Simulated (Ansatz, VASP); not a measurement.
# TiClO (TiClO monolayer): VASP beside Ansatz, part 2 of 3

Wanted: the spread between two codes on one cell, functional and k mesh. The cell is taken from a series of runs on this material, whose earlier steps may have relaxed, scaled, displaced or heated it; both programs get it as it stands.

VASP 6.6.1 and Ansatz 0.2.0.

So far: Starting point; Ansatz: single point, PBEsol, DFT+U, pair 1.

**3. VASP: single point, PBEsol, DFT+U, pair 1**

Level of this step: PBEsol, DFT+U (Ti d 2.1 eV), spin-polarised from a ferromagnetic start; plane waves and PAW (Ti_sv, Cl, O) (VASP).

The same cell, functional, mesh and smearing now go to VASP, with its own data sets.

Lines of VASP's logs that name or quote its potential files are left out, and so is its time.

INCAR

```
SYSTEM = TiClO
PREC = Accurate
ENCUT = 520
EDIFF = 1E-06
NELM = 200
ISMEAR = -1
SIGMA = 0.04
LREAL = .FALSE.
ALGO = Normal
GGA = PS
NBANDS = 70
ISPIN = 2
MAGMOM = 0.67 0.67 0.67 0.67 0 0 0 0 -0.02 -0.02 -0.02 -0.02
LDAU = .TRUE.
LDAUTYPE = 2
LDAUL = 2 -1 -1
LDAUU = 2.1 0 0
LDAUJ = 0 0 0
LDAUPRINT = 1
LASPH = .TRUE.
LMAXMIX = 4
LORBIT = 11
LWAVE = .FALSE.
LCHARG = .FALSE.
ISIF = 2
GGA_COMPAT = .FALSE.
KPAR = 2
```

POSCAR

```
TiClO
1.0
    6.7600000000      0.0000000000      0.0000000000
    0.0000000000      3.7900000000      0.0000000000
    0.0000000000      0.0000000000     20.1392000000
Ti Cl O
4 4 4
Direct
    0.0000000000      0.5000000000      0.5486440000
    0.5000000000      0.5000000000      0.5486440000
    0.2500000000      1.0000000000      0.4513560000
    0.7500000000      1.0000000000      0.4513560000
    0.2500000000      0.5000000000      0.6275920000
    0.7500000000      0.5000000000      0.6275920000
    0.0000000000      1.0000000000      0.3724080000
    0.5000000000      1.0000000000      0.3724080000
    0.2500000000      0.5000000000      0.4740830000
    0.7500000000      0.5000000000      0.4740830000
    0.0000000000      1.0000000000      0.5259170000
    0.5000000000      1.0000000000      0.5259170000
```

KPOINTS

```
Automatic mesh
0
Gamma
4 7 1
0 0 0
```

Potentials, in the order of the species: Ti_sv, Cl and O (PBE family, release 64).

Command:

```bash
$ mpirun -np 2 vasp_std
```

Numbers of over 12 decimals in the logs are rounded to 6 here.

Log:

```text
[banner, memory and clock lines left out]
running    2 mpi-ranks, on    1 nodes
 distrk:  each k-point on    1 cores,    2 groups
 distr:  one band on    1 cores,    1 groups

 POSCAR found type information on POSCAR TiClO
 POSCAR found :  3 types and      12 ions
|                                                                             |
|               ----> ADVICE to this user running VASP <----                  |
|                                                                             |
|     You enforced a specific xc type in the INCAR file but a different       |
|     [... a line on the potential file left out ...]
|     I HOPE YOU KNOW WHAT YOU ARE DOING!                                     |
|                                                                             |

 LDA part: xc-table for (Slater+PW92), standard interpolation
 POSCAR, INCAR and KPOINTS ok, starting setup
 FFT: planning ... GRIDC
 FFT: planning ... GRID_SOFT
 FFT: planning ... GRID
 WAVECAR not read
 entering main loop
       N       E                     dE             d eps       ncg     rms          rms(c)
DAV:   1     0.120570298318E+04    0.12057E+04   -0.46653E+04  3800   0.127E+03
DAV:   2     0.850139630636E+02   -0.11207E+04   -0.10803E+04  4184   0.375E+02
DAV:   3    -0.852302574114E+02   -0.17024E+03   -0.16846E+03  4430   0.149E+02
DAV:   4    -0.100545141996E+03   -0.15315E+02   -0.15247E+02  5488   0.422E+01
DAV:   5    -0.102011871108E+03   -0.14667E+01   -0.14660E+01  5072   0.922E+00    0.330E+01
DAV:   6    -0.835644267326E+02    0.18447E+02   -0.85025E+01  5002   0.561E+01    0.132E+01
DAV:   7    -0.840950787200E+02   -0.53065E+00   -0.12710E+01  4482   0.174E+01    0.962E+00
DAV:   8    -0.842376419452E+02   -0.14256E+00   -0.49463E+00  4114   0.633E+00    0.448E+00
DAV:   9    -0.843436421930E+02   -0.10600E+00   -0.39582E-01  4174   0.377E+00    0.275E+00
DAV:  10    -0.843558826375E+02   -0.12240E-01   -0.11099E-01  4364   0.210E+00    0.116E+00
DAV:  11    -0.844102746723E+02   -0.54392E-01   -0.33069E-02  4700   0.981E-01    0.551E-01
DAV:  12    -0.844851452405E+02   -0.74871E-01   -0.14963E-02  4442   0.503E-01    0.402E-01
DAV:  13    -0.845409000988E+02   -0.55755E-01   -0.85639E-03  4244   0.256E-01    0.280E-01
DAV:  14    -0.846274763456E+02   -0.86576E-01   -0.13623E-02  4278   0.246E-01    0.195E-01
[...]
DAV:  22    -0.847305817793E+02   -0.10718E-03   -0.80869E-06  3464   0.545E-03    0.207E-03
DAV:  23    -0.847306367634E+02   -0.54984E-04   -0.33480E-06  3466   0.337E-03    0.113E-03
DAV:  24    -0.847306599144E+02   -0.23151E-04   -0.81221E-07  3100   0.195E-03    0.722E-04
DAV:  25    -0.847306705544E+02   -0.10640E-04   -0.34340E-07  2718   0.118E-03    0.355E-04
DAV:  26    -0.847306783769E+02   -0.78225E-05   -0.37835E-07  2732   0.988E-04    0.222E-04
DAV:  27    -0.847306817010E+02   -0.33241E-05   -0.17573E-07  2520   0.788E-04    0.139E-04
DAV:  28    -0.847306828342E+02   -0.11332E-05   -0.10521E-07  2412   0.519E-04    0.770E-05
DAV:  29    -0.847306833822E+02   -0.54794E-06   -0.46196E-08  2508   0.381E-04
   1 F= -.84730683E+02 E0= -.84730630E+02  d E =-.107364E-03  mag=     4.0000
```

Parts of OUTCAR (step 3):

```text
ion  position               nearest neighbor table
   1  0.000  0.500  0.549-  11 1.95  11 1.95   9 2.26  10 2.26   5 2.32   6 2.32
   2  0.500  0.500  0.549-  12 1.95  12 1.95   9 2.26  10 2.26   5 2.32   6 2.32
   3  0.250  0.000  0.451-   9 1.95   9 1.95  12 2.26  11 2.26   7 2.32   8 2.32
   4  0.750  0.000  0.451-  10 1.95  10 1.95  12 2.26  11 2.26   7 2.32   8 2.32
   5  0.250  0.500  0.628-   1 2.32   2 2.32
   6  0.750  0.500  0.628-   1 2.32   2 2.32
   7  0.000  0.000  0.372-   3 2.32   4 2.32
   8  0.500  0.000  0.372-   3 2.32   4 2.32
   9  0.250  0.500  0.474-   3 1.95   3 1.95   1 2.26   2 2.26
  10  0.750  0.500  0.474-   4 1.95   4 1.95   1 2.26   2 2.26
  11  0.000  0.000  0.526-   1 1.95   1 1.95   4 2.26   3 2.26
  12  0.500  0.000  0.526-   2 1.95   2 1.95   4 2.26   3 2.26

  LATTYP: Found a simple orthorhombic cell.
 ALAT       =     3.7900000000
 B/A-ratio  =     1.7836411609
 C/A-ratio  =     5.3137730871

 Subroutine GETGRP returns: Found  8 space group operations
 (whereof  4 operations were pure point group operations)

The static configuration has the point symmetry C_2v.
 The point group associated with its full space group is D_2h.

 Found     12 irreducible k-points:

   k-points           NKPTS =     12   k-points in BZ     NKDIM =     12   number of bands    NBANDS=     70

   dimension x,y,z NGX =    50 NGY =   28 NGZ =  150
   dimension x,y,z NGXF=   100 NGYF=   56 NGZF=  300

   ENCUT  =  520.0 eV  38.22 Ry    6.18 a.u.  12.57  7.05 37.45*2*pi/ulx,y,z

   NELECT =     100.0000    total number of electrons

 k-points in reciprocal lattice and weights: Automatic mesh
   0.00000000  0.00000000  0.00000000       0.036
   0.25000000  0.00000000  0.00000000       0.071
   0.50000000  0.00000000  0.00000000       0.036
   0.00000000  0.14285714  0.00000000       0.071
   0.25000000  0.14285714  0.00000000       0.143
   0.50000000  0.14285714  0.00000000       0.071
   0.00000000  0.28571429  0.00000000       0.071
   0.25000000  0.28571429  0.00000000       0.143
   0.50000000  0.28571429  0.00000000       0.071
   0.00000000  0.42857143  0.00000000       0.071
   0.25000000  0.42857143  0.00000000       0.143
   0.50000000  0.42857143  0.00000000       0.071

atom =   1  type =  1  l = 2

 onsite density matrix

spin component  1

  0.0720 -0.0000  0.0000 -0.0000 -0.0000
 -0.0000  0.0930  0.0000  0.0000 -0.0000
  0.0000  0.0000  0.7060 -0.0000 -0.2580
 -0.0000  0.0000 -0.0000  0.1527 -0.0000
 -0.0000 -0.0000 -0.2580 -0.0000  0.3499

spin component  2

  0.0626 -0.0000 -0.0000  0.0000 -0.0000
 -0.0000  0.0773 -0.0000 -0.0000  0.0000
 -0.0000 -0.0000  0.0615  0.0000  0.0624
  0.0000 -0.0000  0.0000  0.1364  0.0000
 -0.0000  0.0000  0.0624  0.0000  0.1565

 occupancies and eigenvectors

  o =  0.0305  v =  0.0000  0.0000  0.0000  0.0000  0.0000  0.0000 -0.0000 -0.8960  0.0000  0.4441      0.0000  0.0000  0.0000  0.0000  0.0000  0.0000  0.0000  0.0000  0.0000  0.0000
  o =  0.0626  v =  0.0000  0.0000  0.0000  0.0000  0.0000  1.0000  0.0000  0.0000  0.0000  0.0000      0.0000  0.0000  0.0000  0.0000  0.0000  0.0000  0.0000  0.0000  0.0000  0.0000
  o =  0.0720  v =  1.0000  0.0000  0.0000  0.0000  0.0000  0.0000  0.0000  0.0000  0.0000  0.0000      0.0000  0.0000  0.0000  0.0000  0.0000  0.0000  0.0000  0.0000  0.0000  0.0000
  o =  0.0773  v =  0.0000  0.0000  0.0000  0.0000  0.0000  0.0000 -1.0000  0.0000 -0.0000 -0.0000      0.0000  0.0000  0.0000  0.0000  0.0000  0.0000  0.0000  0.0000  0.0000  0.0000
  o =  0.0930  v =  0.0000 -1.0000  0.0000  0.0000  0.0000  0.0000  0.0000  0.0000  0.0000  0.0000      0.0000  0.0000  0.0000  0.0000  0.0000  0.0000  0.0000  0.0000  0.0000  0.0000
  o =  0.1364  v =  0.0000  0.0000  0.0000  0.0000  0.0000  0.0000  0.0000 -0.0000 -1.0000  0.0000      0.0000  0.0000  0.0000  0.0000  0.0000  0.0000  0.0000  0.0000  0.0000  0.0000
  o =  0.1527  v =  0.0000  0.0000 -0.0000  1.0000 -0.0000  0.0000  0.0000  0.0000  0.0000  0.0000      0.0000  0.0000  0.0000  0.0000  0.0000  0.0000  0.0000  0.0000  0.0000  0.0000
  o =  0.1874  v =  0.0000  0.0000  0.0000  0.0000  0.0000  0.0000  0.0000  0.4441  0.0000  0.8960      0.0000  0.0000  0.0000  0.0000  0.0000  0.0000  0.0000  0.0000  0.0000  0.0000
  o =  0.2144  v =  0.0000  0.0000  0.4648 -0.0000  0.8854  0.0000  0.0000  0.0000  0.0000  0.0000      0.0000  0.0000  0.0000  0.0000  0.0000  0.0000  0.0000  0.0000  0.0000  0.0000
  o =  0.8415  v =  0.0000  0.0000 -0.8854 -0.0000  0.4648  0.0000  0.0000  0.0000  0.0000  0.0000      0.0000  0.0000  0.0000  0.0000  0.0000  0.0000  0.0000  0.0000  0.0000  0.0000

atom =   2  type =  1  l = 2

 onsite density matrix

spin component  1

  0.0720 -0.0000  0.0000 -0.0000 -0.0000
 -0.0000  0.0930  0.0000 -0.0000 -0.0000
  0.0000  0.0000  0.7060 -0.0000 -0.2580
 -0.0000 -0.0000 -0.0000  0.1527 -0.0000
 -0.0000 -0.0000 -0.2580 -0.0000  0.3499

spin component  2

  0.0626 -0.0000 -0.0000  0.0000 -0.0000
 -0.0000  0.0773 -0.0000  0.0000  0.0000
[...]
o =  0.1874  v =  0.0000  0.0000  0.0000  0.0000  0.0000  0.0000 -0.0000 -0.4441  0.0000 -0.8960      0.0000  0.0000  0.0000  0.0000  0.0000  0.0000  0.0000  0.0000  0.0000  0.0000
  o =  0.2144  v =  0.0000  0.0000 -0.4648 -0.0000 -0.8854  0.0000  0.0000  0.0000  0.0000  0.0000      0.0000  0.0000  0.0000  0.0000  0.0000  0.0000  0.0000  0.0000  0.0000  0.0000
  o =  0.8415  v =  0.0000  0.0000 -0.8854  0.0000  0.4648  0.0000  0.0000  0.0000  0.0000  0.0000      0.0000  0.0000  0.0000  0.0000  0.0000  0.0000  0.0000  0.0000  0.0000  0.0000

 average (electrostatic) potential at core
       1 -82.7071       2 -82.7071       3 -82.7071       4 -82.7071       5 -97.6559
       6 -97.6559       7 -97.6559       8 -97.6559       9 -77.2156      10 -77.2156
      11 -77.2156      12 -77.2156

 E-fermi :  -0.6861

 spin component 1
 k-point     1 :       0.0000    0.0000    0.0000
  band No.  band energies     occupation
    ...
     48      -4.1358      1.00000
     49      -1.9452      1.00000
     50      -1.7183      1.00000
     51      -1.0301      0.99982
     52      -1.0301      0.99982
     53      -0.4368      0.00196
     54      -0.0318      0.00000
     55      -0.0318      0.00000
     56       0.4350      0.00000
     57       0.6529      0.00000
    ...

 k-point     2 :       0.2500    0.0000    0.0000
  band No.  band energies     occupation
    ...
     48      -4.4748      1.00000
     49      -1.7274      1.00000
     50      -1.5174      1.00000
     51      -1.1256      0.99998
     52      -1.0574      0.99991
     53      -0.4120      0.00106
     54      -0.1627      0.00000
     55       0.0516      0.00000
     56       0.3594      0.00000
     57       0.6715      0.00000
    ...

 k-point     3 :       0.5000    0.0000    0.0000
  band No.  band energies     occupation
    ...
     48      -4.6584      1.00000
     49      -1.3673      1.00000
     50      -1.3673      1.00000
     51      -1.2277      1.00000
     52      -1.2277      1.00000
     53      -0.3202      0.00011
     54      -0.3202      0.00011
     55       0.1938      0.00000
     56       0.1938      0.00000
     57       0.8773      0.00000
    ...

 k-point     4 :       0.0000    0.1429    0.0000
  band No.  band energies     occupation
    ...
     48      -4.3547      1.00000
     49      -1.8991      1.00000
     50      -1.7466      1.00000
     51      -1.0182      0.99975
     52      -1.0182      0.99975
     53      -0.0967      0.00000
     54      -0.0198      0.00000
     55      -0.0198      0.00000
     56       0.4527      0.00000
     57       0.4527      0.00000
    ...

 k-point     5 :       0.2500    0.1429    0.0000
  band No.  band energies     occupation
    ...
     48      -4.3801      1.00000
     49      -1.6853      1.00000
     50      -1.5445      1.00000
     51      -1.1011      0.99997
     52      -1.0628      0.99992
     53      -0.1055      0.00000
     54      -0.0185      0.00000
     55       0.0193      0.00000
     56       0.3773      0.00000
     57       0.3980      0.00000
    ...

 k-point     6 :       0.5000    0.1429    0.0000
  band No.  band energies     occupation
    ...
     48      -4.4515      1.00000
     49      -1.3341      1.00000
     50      -1.3341      1.00000
     51      -1.2421      1.00000
     52      -1.2421      1.00000
     53      -0.0843      0.00000
     54      -0.0843      0.00000
     55       0.1809      0.00000
     56       0.1809      0.00000
     57       0.5480      0.00000
    ...

  Total        7.7833539      2.1998491      5.3339335      0.0000000      0.0000000      0.0000000
  in kB       24.1684745      6.8308595     16.5626588      0.0000000      0.0000000      0.0000000
  external PRESSURE =      15.8539976 kB  Pullay stress =       0.0000000 kB

  energy-cutoff  :      520.00
  volume of cell :      515.97
      direct lattice vectors                 reciprocal lattice vectors
     6.760000000  0.000000000  0.000000000     0.147928994  0.000000000  0.000000000
     0.000000000  3.790000000  0.000000000     0.000000000  0.263852243  0.000000000
     0.000000000  0.000000000 20.139200000     0.000000000  0.000000000  0.049654405

 POSITION                                       TOTAL-FORCE (eV/Angst)
 -----------------------------------------------------------------------------------
      0.00000      1.89500     11.04925        -0.000000      0.000000     -1.291599
      3.38000      1.89500     11.04925         0.000000      0.000000     -1.291599
      1.69000      0.00000      9.08995        -0.000000      0.000000      1.291599
      5.07000      0.00000      9.08995        -0.000000      0.000000      1.291599
      1.69000      1.89500     12.63920        -0.000000     -0.000000      1.141660
      5.07000      1.89500     12.63920        -0.000000     -0.000000      1.141660
      0.00000      0.00000      7.50000         0.000000      0.000000     -1.141660
      3.38000      0.00000      7.50000        -0.000000      0.000000     -1.141660
      1.69000      1.89500      9.54765        -0.000000      0.000000      0.559969
      5.07000      1.89500      9.54765        -0.000000     -0.000000      0.559969
      0.00000      0.00000     10.59155         0.000000      0.000000     -0.559969
      3.38000      0.00000     10.59155         0.000000      0.000000     -0.559969
 -----------------------------------------------------------------------------------
    total drift:                                0.000000      0.000000      0.000000

  FREE ENERGIE OF THE ION-ELECTRON SYSTEM (eV)
  ---------------------------------------------------
  free  energy   TOTEN  =       -84.7306833822 eV

  energy  without entropy=      -84.7305760178  energy(sigma->0) =      -84.73062970

 total charge
# of ion       s       p       d       tot
------------------------------------------
    1        2.181   6.194   1.843  10.218
    2        2.181   6.194   1.843  10.218
    3        2.181   6.194   1.843  10.218
    4        2.181   6.194   1.843  10.218
    5        1.591   3.562   0.000   5.152
    6        1.591   3.562   0.000   5.152
    7        1.591   3.562   0.000   5.152
    8        1.591   3.562   0.000   5.152
    9        1.558   3.497   0.000   5.055
   10        1.558   3.497   0.000   5.055
   11        1.558   3.497   0.000   5.055
   12        1.558   3.497   0.000   5.055
--------------------------------------------------
tot         21.319  53.013   7.373  81.704

 magnetization (x)
# of ion       s       p       d       tot
------------------------------------------
    1        0.009   0.007   0.875   0.890
    2        0.009   0.007   0.875   0.890
    3        0.009   0.007   0.875   0.890
    4        0.009   0.007   0.875   0.890
    5       -0.001  -0.005   0.000  -0.005
    6       -0.001  -0.005   0.000  -0.005
    7       -0.001  -0.005   0.000  -0.005
    8       -0.001  -0.005   0.000  -0.005
    9       -0.001  -0.016   0.000  -0.017
   10       -0.001  -0.016   0.000  -0.017
   11       -0.001  -0.016   0.000  -0.017
   12       -0.001  -0.016   0.000  -0.017
--------------------------------------------------
tot          0.027  -0.057   3.500   3.471

[... 6 further parts left out ...]
```

**4. Side by side**

Known differences besides the potentials themselves: VASP starts from the moments at which Ansatz ended; U acts on the PAW sphere in VASP and on atomic orbitals in Ansatz, so only states and trends compare; the cutoff is 420 eV in Ansatz and 520 eV in VASP; Ansatz makes its cores anew for this functional, VASP keeps those of its PBE data sets; site moments are counted in spheres of each program's own size. Total energies have different zeros and are not compared.

Compared:

```csv
quantity,Ansatz,VASP,difference
total moment (μB),4.00,4.00,0.00
moment on Ti1 (μB),0.67,0.89,-0.22
moment on Ti2 (μB),0.67,0.89,-0.22
moment on Ti3 (μB),0.67,0.89,-0.22
moment on Ti4 (μB),0.67,0.89,-0.22
```

Where the cell holds vacuum, a pressure given here is an average over it and none of the material.

**5. Ansatz: single point, PBEsol, DFT+U, pair 2**

With cell and atoms fixed, the geometry can't cause a difference; cores, projectors, grids and the points listed under the comparison can.

The cell is taken from a series of runs on this material, whose earlier steps may have relaxed, scaled, displaced or heated it; both programs get it as it stands.

input.yaml

```yaml
crystal:
  lattice:
    - [6.76, 0.0, 0.0]
    - [0.0, 3.79, 0.0]
    - [0.0, 0.0, 20.1392]
  atoms:
    - { symbol: Ti, position: [0.0, 0.5, 0.548644], spin: 1.0 }
    - { symbol: Ti, position: [0.5, 0.5, 0.548644], spin: -1.0 }
    - { symbol: Ti, position: [0.25, 0.0, 0.451356], spin: 1.0 }
    - { symbol: Ti, position: [0.75, 0.0, 0.451356], spin: -1.0 }
    - { symbol: Cl, position: [0.25, 0.5, 0.627592] }
    - { symbol: Cl, position: [0.75, 0.5, 0.627592] }
    - { symbol: O, position: [0.25, 0.5, 0.474083] }
    - { symbol: O, position: [0.75, 0.5, 0.474083] }
    - { symbol: O, position: [0.0, 0.0, 0.525917] }
    - { symbol: O, position: [0.5, 0.0, 0.525917] }
    - { symbol: Cl, position: [0.0, 0.0, 0.372408] }
    - { symbol: Cl, position: [0.5, 0.0, 0.372408] }
magnetization:
  spin_polarized: true
kpoints:
  mp_grid: { grid: [4, 7, 1] }
hamiltonian:
  xc: pbesol
  hubbard:
    sites:
      - { species: Ti, l: d, u_eff: 2.1 }
      - { site: 0, l: d, u_eff: 2.1, starting_ns: [{ spin: up, occupation_matrix: ti1_major }, { spin: down, occupation_matrix: ti1_minor }] }
      - { site: 1, l: d, u_eff: 2.1, starting_ns: [{ spin: up, occupation_matrix: ti1_minor }, { spin: down, occupation_matrix: ti1_major }] }
      - { site: 2, l: d, u_eff: 2.1, starting_ns: [{ spin: up, occupation_matrix: ti2_major }, { spin: down, occupation_matrix: ti2_minor }] }
      - { site: 3, l: d, u_eff: 2.1, starting_ns: [{ spin: up, occupation_matrix: ti2_minor }, { spin: down, occupation_matrix: ti2_major }] }
    projectors: ortho-atomic
    occupation_matrices:
      ti1_major:
        matrix:
          - [0.826, 0.0, 0.0, -0.295, 0.0]
          - [0.0, 0.216, 0.0, 0.0, 0.0]
          - [0.0, 0.0, 0.142, 0.0, 0.0]
          - [-0.295, 0.0, 0.0, 0.418, 0.0]
          - [0.0, 0.0, 0.0, 0.0, 0.127]
      ti1_minor:
        matrix:
          - [0.098, 0.0, 0.0, 0.066, 0.0]
          - [0.0, 0.197, 0.0, 0.0, 0.0]
          - [0.0, 0.0, 0.121, 0.0, 0.0]
          - [0.066, 0.0, 0.0, 0.2, 0.0]
          - [0.0, 0.0, 0.0, 0.0, 0.113]
      ti2_major:
        matrix:
          - [0.826, 0.0, 0.0, -0.295, 0.0]
          - [0.0, 0.216, 0.0, 0.0, 0.0]
          - [0.0, 0.0, 0.142, 0.0, 0.0]
          - [-0.295, 0.0, 0.0, 0.418, 0.0]
          - [0.0, 0.0, 0.0, 0.0, 0.127]
      ti2_minor:
        matrix:
          - [0.098, 0.0, 0.0, 0.066, 0.0]
          - [0.0, 0.197, 0.0, 0.0, 0.0]
          - [0.0, 0.0, 0.121, 0.0, 0.0]
          - [0.066, 0.0, 0.0, 0.2, 0.0]
          - [0.0, 0.0, 0.0, 0.0, 0.113]
scf:
  occupations: { method: fermi_dirac, width: 0.04 }
output:
  eigenvalues: true
```

Command:

```bash
$ ansatz run input.yaml --threads 4 --pin off --max-ram 8192MiB --backend cpu --events-out ev --progress --plain --runs-dir out
```

Log:

```text
[...]
Crystal: 12 atoms, lattice volume = 515.974 Å³
Basis set: ecut = 420 eV, 10101 PW (Γ)
Bands: 64, of which v1, the nominal top of the filled ones, is band 50 counted from 1 (49 counted from 0)
Symmetry: 4 space group operations
[...]
k-points: 12 of 28
[...]
Starting moments: Σ|m| = 4 μB on 4 of 12 sites
[...]
k-point 1 ↑: bands = [... 46 lower, -3.3853, -3.2862, -0.8355, -0.7335, 0.9542, 1.1260, 1.3184, 1.5194, ... 10 higher]
  k-point 2 ↑: bands = [... 46 lower, -3.5048, -3.2364, -0.8427, -0.7899, 1.2333, 1.2351, 1.5391, 1.6113, ... 10 higher]
  k-point 11 ↓: bands = [... 46 lower, -3.6644, -3.6619, -0.6490, -0.6308, 1.5214, 1.5655, 1.8155, 1.8568, ... 10 higher]
Occupation matrices written to <dir>
[key lines of the parts left out:]
SCF converged after 15 iterations
Magnetization: 0.0000 μB (50.0000 up, 50.0000 down)
Free energy (F): -16393.836027 eV
Fermi energy:    0.092021 eV
```

(Part 2 of 3 ends here.)

[Lines on the potential files, build, host, timing and source positions are cut from VASP's logs without a mark.]

[Logs are printed without paths, hosts, clocks, repeated set-up lines and the standing remarks that a program may print on its own settings, such as how far it seeks lower states.]

[Hosts, paths, dates, database ids (printed as entryN), source tags and the programs' standing remarks are cut or masked in the printed files.]
